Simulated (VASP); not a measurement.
Calculation: PBEsol GGA, VASP's PBE PAW potentials (set 64) (plane waves; VASP).

VASP ran on this input.

### INCAR
```
# general
SYSTEM   =  AuZn
PREC     =  Accurate
ENCUT    =  480
LREAL    =  .FALSE.
LASPH    =  .TRUE.

# electronic loop
EDIFF    =  1E-7
NELM     =  100
ALGO     =  Normal
LMAXMIX  =  6

# smearing
ISMEAR   =  1
SIGMA    =  0.1

# functional
GGA      =  PS

# ions
ISIF     =  2

# output
LWAVE    =  .FALSE.
LCHARG   =  .FALSE.
```

File POSCAR:
```
AuZn
1
    3.1270379201     0.0000000000     0.0000000000
    0.0000000000     3.1270379201     0.0469055688
    0.0000000000     0.0469055688     3.1270379201
Zn Au
1 1
Direct
  0.5000000000   0.5000000000   0.5000000000
  0.0000000000   0.0000000000   0.0000000000
```

KPOINTS:
```
Automatic mesh
0
Gamma
12 12 12
0 0 0
```

POTCAR, in this order: Zn Au (PBE.64 set). Program: vasp_std.

The run wrote:

OSZICAR:
```
       N       E                     dE             d eps       ncg     rms          rms(c)
DAV:   1     0.120149831267E+03    0.12015E+03   -0.11289E+04  9309   0.188E+03
DAV:   2    -0.264231386809E+01   -0.12279E+03   -0.11904E+03  9429   0.332E+02
DAV:   3    -0.650252089211E+01   -0.38602E+01   -0.38493E+01 10871   0.682E+01
DAV:   4    -0.652638627765E+01   -0.23865E-01   -0.23862E-01 10521   0.464E+00
DAV:   5    -0.652666215606E+01   -0.27588E-03   -0.27588E-03 11102   0.506E-01    0.927E+00
DAV:   6    -0.598945666296E+01    0.53721E+00   -0.18594E+00  9268   0.172E+01    0.566E+00
DAV:   7    -0.595962350669E+01    0.29833E-01   -0.42795E-02 12694   0.397E+00    0.299E+00
DAV:   8    -0.594947039212E+01    0.10153E-01   -0.79990E-03 11695   0.114E+00    0.118E-01
DAV:   9    -0.594949848310E+01   -0.28091E-04   -0.36944E-04 10186   0.242E-01    0.589E-02
DAV:  10    -0.594950523906E+01   -0.67560E-05   -0.22360E-05 11789   0.772E-02    0.151E-02
DAV:  11    -0.594950521496E+01    0.24097E-07   -0.46690E-06 10598   0.422E-02    0.269E-03
DAV:  12    -0.594950518513E+01    0.29827E-07   -0.57719E-08  5859   0.662E-03
   1 F= -.59495052E+01 E0= -.59494802E+01  d E =-.748307E-04
```

**OUTCAR**
```
------------------------ aborting loop because EDIFF is reached ----------------------------------------
  FORCE on cell =-STRESS in cart. coord.  units (eV):
  Direction    XX          YY          ZZ          XY          YZ          ZX
  --------------------------------------------------------------------------------------
  Total        0.0927847      0.1027112      0.1027112      0.0000000     -0.3727610      0.0000000
  in kB        4.8627890      5.3830308      5.3830308      0.0000000    -19.5361652      0.0000000
  external PRESSURE =       5.2096169 kB  Pullay stress =       0.0000000 kB
  volume of cell :       30.57
      direct lattice vectors                 reciprocal lattice vectors
     3.127037920  0.000000000  0.000000000     0.319791453  0.000000000  0.000000000
     0.000000000  3.127037920  0.046905569     0.000000000  0.319863422 -0.004797951
     0.000000000  0.046905569  3.127037920     0.000000000 -0.004797951  0.319863422
 POSITION                                       TOTAL-FORCE (eV/Angst)
 -----------------------------------------------------------------------------------
      1.56352      1.58697      1.58697         0.000000     -0.000000      0.000000
      0.00000      0.00000      0.00000         0.000000      0.000000      0.000000
 -----------------------------------------------------------------------------------
    total drift:                                0.000000      0.000000     -0.000000
  FREE ENERGIE OF THE ION-ELECTRON SYSTEM (eV)
  ---------------------------------------------------
  free  energy   TOTEN  =        -5.9495051851 eV

  energy  without entropy=       -5.9494303544  energy(sigma->0) =       -5.94948024
```
(Selected blocks of OUTCAR.)

The compound is AuZn in the CsCl type structure. This cell was strained or had an atom moved on purpose. The electron count is odd and the run is not spin-polarised, which forces a metal.
